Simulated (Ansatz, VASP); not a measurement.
## CSeO: VASP beside Ansatz

One calculation is typed for both programs; each brings its own data sets. How far apart do they land? The cell is taken from a series of runs on this material, whose earlier steps may have relaxed, scaled, displaced or heated it; both programs get it as it stands.

Main program and level: Ansatz 0.2.0; plane waves, with VASP 6.6.1 beside it; relaxation of cell and atoms at PBE.

The structure was built from a prototype and need not be the compound's stable phase.

### Step 1. The starting structure

Symmetry: R3m, No. 160, trigonal system. Conventional cell: a = 6.948 Å, b = 6.948 Å, c = 6.402 Å, α = 90.00°, β = 90.00°, γ = 120.00°. Nearest to Se lie 1 C at 1.64 Å. O has 1 C at 1.24 Å nearest. Nearest to C lie 1 O at 1.24 Å and 1 Se at 1.64 Å. As first built, before any earlier steps moved the atoms (in the runner's words): all S replaced by Se in the R3m structure of CSO. Farther neighbours and most contacts between anions are not listed.

As a file:

```cif
data_structure
_symmetry_space_group_name_H-M 'P 1'
_symmetry_Int_Tables_number 1
_cell_length_a 4.5438
_cell_length_b 4.5438
_cell_length_c 4.5438
_cell_angle_alpha 99.736
_cell_angle_beta 99.736
_cell_angle_gamma 99.736
_cell_volume 89.22
loop_
_atom_site_label
_atom_site_type_symbol
_atom_site_fract_x
_atom_site_fract_y
_atom_site_fract_z
_atom_site_occupancy
Se1 Se 0.54100 0.54100 0.54100 1
O2 O 0.99149 0.99149 0.99149 1
C3 C 0.79770 0.79770 0.79770 1
```

### Step 2. VASP: relaxation of cell and atoms, PBE

The relaxed volume is the usual yardstick between codes: in a stiff, nearly cubic crystal its relative difference is about their pressure difference at one cell divided by the bulk modulus.

Lines of VASP's logs that name or quote its potential files are left out, and so is its time.

INCAR reads:

```
SYSTEM = CSeO
PREC = Accurate
ENCUT = 600
EDIFF = 1E-07
NELM = 120
ISMEAR = -1
SIGMA = 0.05
LREAL = .FALSE.
ALGO = Normal
GGA = PE
NBANDS = 14
LORBIT = 11
LWAVE = .FALSE.
LCHARG = .FALSE.
ISIF = 3
IBRION = 2
NSW = 80
EDIFFG = -0.005
LASPH = .TRUE.
GGA_COMPAT = .FALSE.
NELMIN = 4
EFERMI = MIDGAP
```

POSCAR reads:

```
CSeO
1.0
    3.4740250000      2.0057290000      2.1341170000
   -3.4740250000      2.0057290000      2.1341170000
    0.0000000000     -4.0114580000      2.1341170000
Se O C
1 1 1
Direct
    0.5410039218      0.5410039218      0.5410039218
    0.9914929688      0.9914929688      0.9914929688
    0.7977029063      0.7977029063      0.7977029063
```

KPOINTS reads:

```
Automatic mesh
0
Gamma
5 5 5
0 0 0
```

PAW data sets: Se, O and C (PBE family, release 64).

Command:

```bash
> mpirun -np 1 vasp_std
```

Numbers of over 12 decimals in the logs are rounded to 6 here.

What it wrote:

```text
[banner, memory and clock lines left out]
running    1 mpi-ranks, on    1 nodes
 distrk:  each k-point on    1 cores,    1 groups
 distr:  one band on    1 cores,    1 groups

 POSCAR found type information on POSCAR SeO C
 POSCAR found :  3 types and       3 ions
 LDA part: xc-table for (Slater+PW92), standard interpolation
 POSCAR, INCAR and KPOINTS ok, starting setup
 FFT: planning ... GRIDC
 FFT: planning ... GRID_SOFT
 FFT: planning ... GRID
 WAVECAR not read
 entering main loop
       N       E                     dE             d eps       ncg     rms          rms(c)
DAV:   1     0.831476419497E+02    0.83148E+02   -0.67944E+03   532   0.104E+03
DAV:   2    -0.120939186443E+02   -0.95242E+02   -0.88462E+02   714   0.204E+02
DAV:   3    -0.196058643453E+02   -0.75119E+01   -0.74311E+01   652   0.588E+01
DAV:   4    -0.196930723964E+02   -0.87208E-01   -0.87117E-01   622   0.730E+00
DAV:   5    -0.196945416076E+02   -0.14692E-02   -0.14691E-02   670   0.904E-01    0.103E+01
DAV:   6    -0.186689971460E+02    0.10255E+01   -0.30931E+00   586   0.197E+01    0.535E+00
DAV:   7    -0.184841056040E+02    0.18489E+00   -0.40370E-01   640   0.795E+00    0.326E+00
DAV:   8    -0.184604262152E+02    0.23679E-01   -0.19178E-01   556   0.311E+00    0.956E-01
DAV:   9    -0.184567784657E+02    0.36477E-02   -0.62821E-03   658   0.841E-01    0.263E-01
DAV:  10    -0.184565424387E+02    0.23603E-03   -0.33006E-03   598   0.435E-01    0.120E-01
DAV:  11    -0.184566113385E+02   -0.68900E-04   -0.31697E-04   580   0.144E-01    0.364E-02
DAV:  12    -0.184566037124E+02    0.76260E-05   -0.29966E-05   652   0.604E-02    0.133E-02
DAV:  13    -0.184566155633E+02   -0.11851E-04   -0.19823E-05   532   0.366E-02    0.509E-03
DAV:  14    -0.184566154775E+02    0.85814E-07   -0.49834E-07   724   0.786E-03
   1 F= -.18456615E+02 E0= -.18456615E+02  d E =-.184566E+02
[... from here on, the cycles between the ionic steps are left out ...]
   2 F= 0.35369331E+02 E0= 0.35369331E+02  d E =0.538259E+02
   3 F= -.18435917E+02 E0= -.18435917E+02  d E =0.206987E-01
  20 F= -.18715874E+02 E0= -.18715874E+02  d E =-.258069E-03
  21 F= -.18716140E+02 E0= -.18716140E+02  d E =-.523218E-03
  22 F= -.18716517E+02 E0= -.18716517E+02  d E =-.900237E-03
  23 F= -.18716604E+02 E0= -.18716604E+02  d E =-.988031E-03
  24 F= -.18716683E+02 E0= -.18716683E+02  d E =-.106619E-02
  25 F= -.18716770E+02 E0= -.18716770E+02  d E =-.872158E-04
  26 F= -.18716878E+02 E0= -.18716878E+02  d E =-.195116E-03
  27 F= -.18716890E+02 E0= -.18716890E+02  d E =-.207481E-03
  28 F= -.18716890E+02 E0= -.18716890E+02  d E =-.207435E-03
  29 F= -.18716891E+02 E0= -.18716891E+02  d E =-.853491E-06
  30 F= -.18716892E+02 E0= -.18716892E+02  d E =-.228309E-05
 curvature:  -0.34 expect dE=-0.511E-05 dE for cont linesearch -0.356E-07
 trial: gam= 0.75845 g(F)=  0.104E-04 g(S)=  0.479E-05 ort = 0.203E-05 (trialstep = 0.894E-01)
 search vector abs. value=  0.406E-04
 bond charge predicted
       N       E                     dE             d eps       ncg     rms          rms(c)
DAV:   1    -0.187168936116E+02   -0.14269E-05   -0.22334E-05   532   0.366E-02    0.411E-03
DAV:   2    -0.187168935024E+02    0.10923E-06   -0.97770E-07   586   0.947E-03    0.150E-03
DAV:   3    -0.187168934908E+02    0.11637E-07   -0.63142E-08   272   0.330E-03    0.864E-04
DAV:   4    -0.187168935053E+02   -0.14468E-07   -0.53597E-08   266   0.171E-03
  31 F= -.18716894E+02 E0= -.18716894E+02  d E =-.127706E-05
 trial-energy change:   -0.000001  1 .order   -0.000001   -0.000001   -0.000001
 step:   0.2302(harm=  0.2302)  dis= 0.00023  next Energy=   -18.716894 (dE=-0.193E-05)
 reached required accuracy - stopping structural energy minimisation
```

From OUTCAR (step 2):

```text
ion  position               nearest neighbor table
   1  0.541  0.541  0.541-   3 1.64
   2  0.991  0.991  0.991-   3 1.24
   3  0.798  0.798  0.798-   2 1.24   1 1.64

  LATTYP: Found a trigonal (rhomboedric) cell.
 ALAT       =     4.5438145490
 COS(alpha) =    -0.1691077987

 Subroutine GETGRP returns: Found  6 space group operations
 (whereof  6 operations were pure point group operations)

The static configuration has the point symmetry C_3v.

 Found     19 irreducible k-points:

   k-points           NKPTS =     19   k-points in BZ     NKDIM =     19   number of bands    NBANDS=     14

   dimension x,y,z NGX =    36 NGY =   36 NGZ =   36
   dimension x,y,z NGXF=    72 NGYF=   72 NGZF=   72

   ENCUT  =  600.0 eV  44.10 Ry    6.64 a.u.   9.08  9.08  9.08*2*pi/ulx,y,z

   NELECT =      16.0000    total number of electrons

 k-points in reciprocal lattice and weights: Automatic mesh
   0.00000000  0.00000000  0.00000000       0.008
   0.20000000  0.00000000  0.00000000       0.048
   0.40000000  0.00000000 -0.00000000       0.048
   0.20000000  0.20000000  0.00000000       0.048
   0.40000000  0.20000000  0.00000000       0.096
  -0.40000000  0.20000000  0.00000000       0.096
  -0.20000000  0.20000000  0.00000000       0.048
   0.40000000  0.40000000  0.00000000       0.048
  -0.40000000  0.40000000  0.00000000       0.048
[...]
0.40000000  0.40000000  0.40000000       0.016
  -0.40000000  0.40000000  0.40000000       0.048

 average (electrostatic) potential at core
       1 -59.4439       2 -78.7234       3 -58.5772

 E-fermi :  -0.5018

 k-point     1 :       0.0000    0.0000    0.0000
  band No.  band energies     occupation
    ...
      4      -7.3262      2.00000
      5      -7.3262      2.00000
      6      -6.9851      2.00000
      7      -2.6760      2.00000
      8      -2.6760      2.00000
      9       1.6464      0.00000
     10       1.6464      0.00000
     11       2.0856      0.00000
     12       4.6967      0.00000
     13       8.0904      0.00000
    ...

 k-point     2 :       0.2000    0.0000    0.0000
  band No.  band energies     occupation
    ...
      4      -7.3894      2.00000
      5      -7.3279      2.00000
      6      -7.1735      2.00000
      7      -2.8509      2.00000
      8      -2.6594      2.00000
      9       1.7296      0.00000
     10       1.7854      0.00000
     11       2.7039      0.00000
     12       4.7359      0.00000
     13       7.4599      0.00000
    ...

 k-point     3 :       0.4000    0.0000   -0.0000
  band No.  band energies     occupation
    ...
      4      -7.6402      2.00000
      5      -7.3763      2.00000
      6      -7.3309      2.00000
      7      -3.0919      2.00000
      8      -2.6319      2.00000
      9       1.8693      0.00000
     10       2.0893      0.00000
     11       3.9323      0.00000
     12       4.8247      0.00000
     13       6.2918      0.00000
    ...

  Total        0.0084372      0.0084372      0.0114631     -0.0000000     -0.0000000      0.0000000
  in kB        0.1517054      0.1517054      0.2061114     -0.0000000     -0.0000000      0.0000000
  external PRESSURE =       0.1698407 kB  Pullay stress =       0.0000000 kB

  energy-cutoff  :      600.00
  volume of cell :       89.11
      direct lattice vectors                 reciprocal lattice vectors
     3.545591850  2.047048124  2.046169966     0.141020180  0.081418050  0.162905985
    -3.545591850  2.047048124  2.046169966    -0.141020180  0.081418050  0.162905985
    -0.000000000 -4.094096247  2.046169966     0.000000000 -0.162836100  0.162905985

 POSITION                                       TOTAL-FORCE (eV/Angst)
 -----------------------------------------------------------------------------------
     -0.00000      0.00000      3.23251        -0.000000     -0.000000      0.002509
     -0.00000      0.00000      6.12295        -0.000000      0.000000      0.001348
     -0.00000      0.00000      4.94849         0.000000      0.000000     -0.003857
 -----------------------------------------------------------------------------------
    total drift:                               -0.000000      0.000000     -0.000765

  FREE ENERGIE OF THE ION-ELECTRON SYSTEM (eV)
  ---------------------------------------------------
  free  energy   TOTEN  =       -18.7168935053 eV

  energy  without entropy=      -18.7168935053  energy(sigma->0) =      -18.71689351

 reached required accuracy - stopping structural energy minimisation

 total charge
# of ion       s       p       d       tot
------------------------------------------
    1        1.481   2.344   0.076   3.901
    2        1.602   3.526   0.000   5.128
    3        0.918   1.632   0.000   2.550
--------------------------------------------------
tot          4.001   7.502   0.076  11.580

[... 3 further parts left out ...]
```

CONTCAR:

```
CSeO
   1.00000000000000
     3.5455918501884107    2.0470481235459905    2.0461699662642383
    -3.5455918501884107    2.0470481235459905    2.0461699662642383
    -0.0000000000000000   -4.0940962470919811    2.0461699662642383
  Se              O               C
     1     1     1
Direct
     0.5265945788662468    0.5265945788662468    0.5265945788662468
     0.9974658047026428    0.9974658047026428    0.9974658047026428
     0.8061394133311141    0.8061394133311141    0.8061394133311141
```

The run keeps the 6 symmetry operations of its start, so it cannot find a distortion of lower symmetry.

### Step 3. Ansatz: relaxation of cell and atoms, PBE

Ansatz runs on its default PAW (the set named soft_2) files.

The same cell, functional, mesh and smearing now go to Ansatz, which takes its cutoff from its data sets.

input.yaml reads:

```yaml
crystal:
  lattice:
    - [3.47402486, 2.00572919, 2.1341168]
    - [-3.47402486, 2.00572919, 2.1341168]
    - [0.0, -4.01145838, 2.1341168]
  atoms:
    - { symbol: Se, position: [0.541004, 0.541004, 0.541004] }
    - { symbol: O, position: [0.991493, 0.991493, 0.991493] }
    - { symbol: C, position: [0.797703, 0.797703, 0.797703] }
kpoints:
  mp_grid: { grid: [5, 5, 5] }
scf:
  occupations: { method: fermi_dirac, width: 0.05 }
hamiltonian:
  xc: pbe
output:
  forces: true
  stress: true
relax:
  f_tol: 0.02
  max_steps: 50
  cell: {}
```

Command:

```bash
> ansatz run input.yaml --threads 2 --pin off --max-ram 5120MiB --backend cpu --events-out ev --progress --plain --runs-dir out
```

What it wrote:

```text
Engine: ansatz 0.2.0, aarch64-unknown-linux-gnu
Pseudopotentials: kind: paw
Pseudopotential: Se, paw, valence charge 16, recommended cutoff 420 eV (normal), Se.paw.azcp
Pseudopotential: O, paw, valence charge 6, recommended cutoff 420 eV (normal), O.paw.azcp
Pseudopotential: C, paw, valence charge 4, recommended cutoff 420 eV (normal), C.paw.azcp
Functional definition: PBE
  parameter kappa = 0.804
  parameter beta = 0.066725
  exchange = pbe_x(kappa = kappa, mu = beta*pi^2/3)
  correlation = pbe_c(beta = beta)
Crystal: 3 atoms, lattice volume = 89.223 Å³
Basis set: ecut = 420 eV, 1771 PW (Γ), exchange–correlation on 64×64×64 points (8 copies of the dense FFT grid, shifted against one another)
Bands: 17, of which v1, the nominal top of the filled ones, is band 13 counted from 1 (12 counted from 0)
Symmetry: 6 space group operations
Space group: R3m (ITA 160), of the structure as read, at distance tolerance 4.5e-5 Å
k-points: 19 of 125 (time reversal used)
Non-local potential: Se, projectors of the file, l = 0: 2, l = 1: 2, l = 2: 3, l = 3: 1
Non-local potential: O, projectors of the file, l = 0: 2, l = 1: 2, l = 2: 1
Non-local potential: C, projectors of the file, l = 0: 2, l = 1: 2, l = 2: 1
PAW form: soft (Blöchl's): semilocal exchange-correlation on the pseudo side does not see the compensation charge
PAW one-centre angular grid: Se, 590 points (default); XC on 64 Gauss nodes
PAW one-centre angular grid: O, 110 points (default); XC on 64 Gauss nodes
PAW one-centre angular grid: C, 110 points (default); XC on 64 Gauss nodes
Initial density: superposition of atomic densities (neutral atoms: chi_scale 0, normalization atom), corrected by the library's trained network
Initial wavefunctions: pseudopotential atomic-orbital guess
Functional: x = pbe(κ = 0.804, μ = 0.219515), c = pbe(β = 0.066725)
SCF iter   1: F=—  HF=-6285.796388 eV  |F-HF|=—  |Δ(HF+E_count)|=         —  Δρ=3.84e-3  dr2=1.93e-2  ethr=1.77e-3  ⟨swp⟩=6.0  Hψ=1802  notcnv=0
preconditioner: auto → none  [insulator: Δε(μ)=4.418 eV  Ē_g=10.681 eV  σ=0.050 eV  W_gap=1.00  n_scr=12 (ndim 8)  ℏωp=14.7 eV  f_vac=0.351  D(μ)=0.00/eV (n_scr^D=0)  ε∞_Penn≈2.9]
SCF iter   2: F=—  HF=-6285.798603 eV  |F-HF|=—  |Δ(HF+E_count)|=   2.21e-3  Δρ=5.53e-3  dr2=2.58e-2  ethr=7.42e-5  ⟨swp⟩=2.8  Hψ=719  notcnv=0
SCF iter   3: F=—  HF=-6285.793976 eV  |F-HF|=—  |Δ(HF+E_count)|=   4.63e-3  Δρ=7.12e-4  dr2=6.77e-4  ethr=7.42e-5  ⟨swp⟩=2.0  Hψ=549  notcnv=0
SCF iter   4: F=—  HF=-6285.794578 eV  |F-HF|=—  |Δ(HF+E_count)|=   6.02e-4  Δρ=8.44e-4  dr2=1.06e-3  ethr=2.60e-6  ⟨swp⟩=2.0  Hψ=522  notcnv=0
SCF iter   5: F=—  HF=-6285.794427 eV  |F-HF|=—  |Δ(HF+E_count)|=   1.51e-4  Δρ=9.75e-5  dr2=9.31e-6  ethr=2.60e-6  ⟨swp⟩=2.6  Hψ=462  notcnv=0
SCF iter   6: F=—  HF=-6285.794441 eV  |F-HF|=—  |Δ(HF+E_count)|=   1.37e-5  Δρ=1.82e-5  dr2=1.69e-7  ethr=3.58e-8  ⟨swp⟩=2.3  Hψ=440  notcnv=0
SCF iter   7: F=-6285.794441 eV  HF=-6285.794441 eV  |F-HF|=3.13e-9  |Δ(HF+E_count)|=   4.75e-7  Δρ=5.04e-6  dr2=1.92e-8  ethr=3.85e-10  ⟨swp⟩=5.0  Hψ=1146  notcnv=0
SCF 1 converged in 7 iterations: F = -6285.794441 eV  dr2 = 1.92e-8
  greatest PAW one-centre occupation: 1.000 electrons in one spin orbital (limit 2), on the Se atom at site 0 (counted from 0), in its partial waves of l = 2
relax step   1: F+E_penalty+E_count = -6285.79444145 eV  Δ(F+E_penalty+E_count) = +0.000e0 eV  max|allowed force component| = 7.513e0 eV/Å  Δτ_max = 0.0000 Å  P = -1.110 GPa  Ω = 89.223 Å³  (7 SCF iters, dr2 threshold 1.00e-7 eV, accepted)
[...]
relax step  12: F+E_penalty+E_count = -6286.08515987 eV  Δ(F+E_penalty+E_count) = -5.266e-3 eV  max|allowed force component| = 8.903e-4 eV/Å  Δτ_max = 0.0000 Å  P = +0.026 GPa  Ω = 93.517 Å³  stress off target by 5.32e-2 GPa  SCF on the basis re-selected at this cell (its energy is not comparable with the rows above)  (9 SCF iters)
[...]
relax step  13: F+E_penalty+E_count = -6286.08342570 eV  Δ(F+E_penalty+E_count) = +1.734e-3 eV  max|allowed force component| = 3.521e-3 eV/Å  Δτ_max = 0.0034 Å  P = +0.004 GPa  Ω = 94.932 Å³  energy of the carried Pulay correction = -2.084e-3 eV  (7 SCF iters, dr2 threshold 7.06e-9 eV, accepted)
[...]
relax step  14: F+E_penalty+E_count = -6286.08273657 eV  Δ(F+E_penalty+E_count) = +6.891e-4 eV  max|allowed force component| = 3.687e-4 eV/Å  Δτ_max = 0.0004 Å  P = +0.000 GPa  Ω = 95.390 Å³  energy of the carried Pulay correction = -2.791e-3 eV  (8 SCF iters, accepted)
[...]
relax step  15: F+E_penalty+E_count = -6286.08565119 eV  Δ(F+E_penalty+E_count) = -2.915e-3 eV  max|allowed force component| = 6.504e-4 eV/Å  Δτ_max = 0.0000 Å  P = +0.008 GPa  Ω = 95.390 Å³  stress off target by 2.30e-2 GPa  SCF on the basis re-selected at this cell (its energy is not comparable with the rows above)  (9 SCF iters)
basis re-selected at this cell: Δ(F+E_penalty+E_count) = -2.915e-3 eV, ΔP = +0.008 GPa vs the last step (what re-selecting the basis moved, of the pressure what is left beyond the Pulay correction that the steps carried, after the strain that the cell walked since its last selection, with what the two solves' SCF thresholds leave and, on support functions, any second-order correction that the steps lacked; it is no m [...]
SCF converged after 9 iterations
Free energy (F): -6286.085651 eV
Harris-Foulkes:  -6286.085651 eV  (|F-HF|=8.19e-12)
Internal energy: -6286.085651 eV  (E = F + TS)
E sigma→0 (E₀):  -6286.085651 eV
Fermi energy:    0.925685 eV
--- Per-component energies (eV) ---
  E_band       = -606.512864
  E_kinetic    = 375.409805
  E_local      = -4114.614510  (includes V_loc(G=0)·N_el)
  E_nonlocal   = -518.450557
  E_hartree    = 1860.135849
  E_xc         = -221.481207
  E_vxc        = -245.412733  (∫ρ·V_xc dr)
  E_paw        = -2168.727792  (= ΣΔE_a)
  E_vpaw       = 176.281582  (= ΣTr[D̂ρ^β])
  E_aug_tail   = 0.001876  (compensation charges beyond the density's cutoff)
  E_ewald      = -1498.359114
  E_smearing   = -0.000000  (= −TS)
  E_closure    = -0.000000  (closes the sum)
  Σ components = -6286.085651   (vs F -6286.085651, Δ=0.00e0)
--- Forces (eV/Å), atoms counted from 1 ---
  atom   1  Se     0.00000000     0.00000000     0.00005452
  atom   2  O      0.00000000     0.00000000    -0.00065034
  atom   3  C     -0.00000000    -0.00000000     0.00059594
  max |Σ_I F_I| component: 1.12e-7 eV/Å
--- Stress (GPa, compression-positive) ---
        0.022990      -0.000000       0.000000
       -0.000000       0.022990       0.000000
        0.000000       0.000000      -0.020879
  P = ⅓ Tr σ = 0.0084 GPa (0.084 kbar)
--- Relaxed structure (12 steps of the walk, 12 accepted, 3 SCFs on fresh bases) ---
  F+E_penalty+E_count = -6286.08565119 eV   max|allowed force component| = 6.504e-4 eV/Å   (the final SCF, on the basis selected at the relaxed cell)
  cell:  # Å, volume = 95.3896 Å³
    - [3.637791, 2.100280, 2.080823]
    - [-3.637791, 2.100280, 2.080823]
    - [3.50152196808637e-18, -4.200559, 2.080823]
  atoms:
    - { symbol: Se, position: [0.531233, 0.531233, 0.531233] }
    - { symbol: O, position: [0.992960, 0.992960, 0.992960] }
    - { symbol: C, position: [0.806007, 0.806007, 0.806007] }
```

In the SCF lines HF is the Harris–Foulkes energy and dr2 the Hartree energy of the density residual, in eV; the loop may stop once dr2 is under the threshold and the program's other checks hold. Hψ counts applications of the Hamiltonian.

### Step 4. Comparison

Known differences besides the potentials themselves: the data sets hold 26 valence electrons in Ansatz (on its default PAW (the set named soft_2) files) and 16 in VASP; the cutoff is 420 eV in Ansatz and 600 eV in VASP; Ansatz adds a Pulay correction to the stress that steers its cell, VASP none. Total energies have different zeros and are not compared.

The two programs side by side:

```csv
quantity,Ansatz,VASP,difference
volume (Å³),95.39,89.11,+7.05 %
"edge a after relaxation, in the typed setting (Å)",4.688,4.577,+2.42 %
```

### Step 5. Outcome

```
difference in volume (relaxation of cell and atoms, PBE) : 7.1 %
```

What this shows: The difference in volume is 7.1 % (relaxation of cell and atoms, PBE), beyond the 1.2 % picked in this series as the mark of a large difference, as far as the stopping tolerances let one tell. The data sets hold unlike numbers of valence electrons (26 in Ansatz and 16 in VASP), so part of the differences comes from the potentials. What causes the difference of the relaxation of cell and atoms, PBE pair stays open here. How closely two codes agree says nothing of how well the functional describes the real material.

[Lines on the potential files, build, host, timing and source positions are cut from VASP's logs without a mark.]

[Logs are printed without paths, hosts, clocks, repeated set-up lines and the standing remarks that a program may print on its own settings, such as how far it seeks lower states.]

[Hosts, paths, dates, database ids (printed as entryN), source tags and the programs' standing remarks are cut or masked in the printed files.]
